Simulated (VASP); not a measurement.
Shape and ions are relaxed at each volume.

Energy against volume of MgH$_{2}$ (rutile). Method: r2SCAN+rVV10, VASP's PBE PAW potentials (set 64) (plane waves; VASP 6.6.1).

```tsv
V (Å³/atom)	E (eV/atom)
9.331	-3.88963
9.629	-3.89470
9.926	-3.89636
10.224	-3.89502
10.522	-3.89110
```

Fit a third-order Birch-Murnaghan equation of state.

- volume per atom: 9.94 Å³/atom
- bulk modulus: 53.1 GPa
- pressure derivative of the bulk modulus: 3.60

The compound is MgH2 in the rutile structure. It was relaxed first.
